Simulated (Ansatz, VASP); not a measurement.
# Cross-check of Cu (S3(111) boundary in fcc Cu) between VASP and Ansatz, part 2 of 2

Aim: how closely do two programs agree when they are given the same cell, functional and k mesh? Of the first pair: The structure shown is the start of the Ansatz relaxation below; VASP solves that cell, so the two are compared at the walk's first step.

VASP 6.6.1 and Ansatz 0.2.0.

So far: Starting point; Ansatz: relaxation, PBE; VASP: single point, PBE, start cell, pair 1; Comparison.

## 5. Ansatz: relaxation, PBE

Level of this step: Ansatz beside VASP: Kohn-Sham DFT, plane waves, PBE (Ansatz).

This run makes the geometry at which the two programs are then compared.

The structure compared here is the end of the Ansatz relaxation.

Contents of input.yaml:

```yaml
crystal:
  lattice:
    - [2.5561627297, 0.0, 0.0]
    - [-1.2780813649, 2.2137018601, 0.0]
    - [0.0, 0.0, 29.7838831619]
  atoms:
    - { symbol: Cu, position: [0.6666666666, 0.3333333333, 0.1678760279] }
    - { symbol: Cu, position: [0.9999999999, 1.0, 0.2379507766] }
    - { symbol: Cu, position: [0.3333333333, 0.6666666666, 0.3080255254] }
    - { symbol: Cu, position: [0.6666666666, 0.3333333333, 0.3781002741] }
    - { symbol: Cu, position: [0.0, 0.0, 0.4481750228] }
    - { symbol: Cu, position: [0.6666666666, 0.3333333333, 0.5182497716] }
    - { symbol: Cu, position: [0.3333333333, 0.6666666666, 0.5883245203] }
    - { symbol: Cu, position: [0.9999999999, 1.0, 0.6583992691] }
    - { symbol: Cu, position: [0.6666666666, 0.3333333333, 0.7284740178] }
    - { symbol: Cu, position: [0.3333333332, 0.6666666666, 0.7985487665] }
kpoints:
  mp_grid: { grid: [10, 10, 1] }
hamiltonian:
  xc: pbe
  pseudopotentials: { kind: paw, azcp: { folder: soft_1 } }
scf:
  occupations: { method: fermi_dirac, width: 0.1 }
relax:
  f_tol: 0.03
  max_steps: 80
  constraints: [{ sites: [0, 1] }]
```

Run with:

```bash
$ ansatz run input.yaml --threads 4 --pin off --max-ram 15360MiB --backend cpu --events-out ev --progress --plain --runs-dir out
```

Numbers of over 12 decimals in the logs are rounded to 6 here.

Log:

```text
[...]
Crystal: 10 atoms, lattice volume = 168.535 Å³
Basis set: ecut = 420 eV, 3357 PW (Γ), exchange–correlation on 36×36×400 points (8 copies of the dense FFT grid, shifted against one another)
Bands: 114, of which v1, the nominal top of the filled ones, is band 95 counted from 1 (94 counted from 0)
Symmetry: 6 space group operations
[...]
k-points: 14 of 100 (time reversal used)
[...]
- { symbol: Cu, position: [1.0, 1.000000, 0.237951] }
    - { symbol: Cu, position: [0.333333, 0.666667, 0.307899] }
    - { symbol: Cu, position: [0.666667, 0.333333, 0.378013] }
[...]
- { symbol: Cu, position: [0.666667, 0.333333, 0.518412] }
    - { symbol: Cu, position: [0.333333, 0.666667, 0.588483] }
    - { symbol: Cu, position: [1.0, 1.000000, 0.658616] }
    - { symbol: Cu, position: [0.666667, 0.333333, 0.728583] }
    - { symbol: Cu, position: [0.333333, 0.666667, 0.798584] }
[key lines of the parts left out:]
SCF converged after 7 iterations
Free energy (F): -66250.891928 eV
Fermi energy:    10.071758 eV
```

## 6. VASP: single point, PBE, relaxed cell, pair 2

The same cell, functional, mesh and smearing now go to VASP, with its own data sets.

Contents of INCAR:

```
SYSTEM = Cu
PREC = Accurate
ENCUT = 520
EDIFF = 1E-06
NELM = 120
ISMEAR = -1
SIGMA = 0.1
LREAL = .FALSE.
ALGO = Normal
GGA = PE
NBANDS = 68
LASPH = .TRUE.
LORBIT = 11
LWAVE = .FALSE.
LCHARG = .FALSE.
ISIF = 2
GGA_COMPAT = .FALSE.
KPAR = 2
```

Contents of POSCAR:

```
Cu
1.0
    2.5561627297      0.0000000000      0.0000000000
   -1.2780813649      2.2137018601      0.0000000000
    0.0000000000      0.0000000000     29.7838831619
Cu
10
Direct
    0.6666666667      0.3333333333      0.1678760279
    0.0000000000      1.0000000000      0.2379507766
    0.3333333334      0.6666666666      0.3078987920
    0.6666666667      0.3333333333      0.3780134862
    0.0000000000      1.0000000000      0.4481707196
    0.6666666667      0.3333333333      0.5184117015
    0.3333333334      0.6666666666      0.5884829180
    0.0000000000      1.0000000000      0.6586155651
    0.6666666667      0.3333333333      0.7285828041
    0.3333333334      0.6666666666      0.7985835462
```

Contents of KPOINTS:

```
Automatic mesh
0
Gamma
10 10 1
0 0 0
```

Potentials, in the order of the species: Cu (PBE family, release 64).

Run with:

```bash
$ mpirun -np 2 vasp_std
```

Log:

```text
[... set-up lines as in an earlier step ...]
 entering main loop
       N       E                     dE             d eps       ncg     rms          rms(c)
DAV:   1     0.107498176407E+04    0.10750E+04   -0.47704E+04  1920   0.264E+03
DAV:   2     0.121844544983E+03   -0.95314E+03   -0.92162E+03  1904   0.508E+02
DAV:   3    -0.373774843992E+02   -0.15922E+03   -0.14667E+03  1916   0.246E+02
DAV:   4    -0.449273805556E+02   -0.75499E+01   -0.74424E+01  2100   0.761E+01
[...]
DAV:  28    -0.363534849526E+02   -0.33621E-05   -0.55121E-07  1168   0.179E-02    0.809E-04
DAV:  29    -0.363534862761E+02   -0.13235E-05   -0.18830E-07  1180   0.852E-03    0.368E-04
DAV:  30    -0.363534868361E+02   -0.55994E-06   -0.11251E-07  1144   0.300E-03
   1 F= -.36353487E+02 E0= -.36293515E+02  d E =-.119945E+00
```

Parts of OUTCAR (step 6):

```text
  Total        0.8175207      0.8175207      0.3484532     -0.0000000      0.0000000     -0.0000000
  in kB        7.7717779      7.7717779      3.3125779     -0.0000000      0.0000000     -0.0000000
  external PRESSURE =       6.2853779 kB  Pullay stress =       0.0000000 kB

 POSITION                                       TOTAL-FORCE (eV/Angst)
 -----------------------------------------------------------------------------------
      1.27808      0.73790      5.00000         0.000000     -0.000000      0.000591
      0.00000      0.00000      7.08710         0.000000     -0.000000     -0.003431
      0.00000      1.47580      9.17042         0.000000     -0.000000     -0.029233
      1.27808      0.73790     11.25871        -0.000000      0.000000     -0.006890
      0.00000      0.00000     13.34826         0.000000     -0.000000     -0.011791
      1.27808      0.73790     15.44031        -0.000000      0.000000      0.026530
      0.00000      1.47580     17.52731         0.000000     -0.000000     -0.009386
      0.00000      0.00000     19.61613         0.000000     -0.000000      0.028392
      1.27808      0.73790     21.70003         0.000000      0.000000     -0.004155
      0.00000      1.47580     23.78492         0.000000     -0.000000      0.009372
 -----------------------------------------------------------------------------------
    total drift:                               -0.000002      0.000002      0.001137

  FREE ENERGIE OF THE ION-ELECTRON SYSTEM (eV)
  ---------------------------------------------------
  free  energy   TOTEN  =       -36.3534868361 eV

  energy  without entropy=      -36.2335423165  energy(sigma->0) =      -36.29351458

[... 2 parts as in an earlier step ...]

[... 1 further part left out ...]
[key lines of the parts left out:]
E-fermi :   3.9357
```

## 7. Differences

What differs besides the data sets and the points named for the pairs above, as far as they apply: the data sets hold 190 valence electrons in Ansatz (on its PAW soft_1 files) and 110 in VASP. Total energies have different zeros and are not compared.

At this near-relaxed geometry the largest component of a force difference is 22 meV/Å.

## 8. Results

```yaml
r_m_s_force_difference_single_point_pbe_start_cell_pair_1: 5.8 meV/Å
r_m_s_force_difference_single_point_pbe_relaxed_cell_pair_2: 5.7 meV/Å
```

What this shows: The r.m.s. force difference is 5.8 meV/Å (single point, PBE, start cell, pair 1), within the 12 meV/Å picked in this series as the mark of a large difference. The data sets hold unlike numbers of valence electrons (190 in Ansatz and 110 in VASP), so part of the differences comes from the potentials. How closely two codes agree says nothing of how well the functional describes the real material.

[Lines on the potential files, build, host, timing and source positions are cut from VASP's logs without a mark.]

[Logs are printed without paths, hosts, clocks, repeated set-up lines and the standing remarks that a program may print on its own settings, such as how far it seeks lower states.]

[Hosts, paths, dates, database ids (printed as entryN), source tags and the programs' standing remarks are cut or masked in the printed files.]
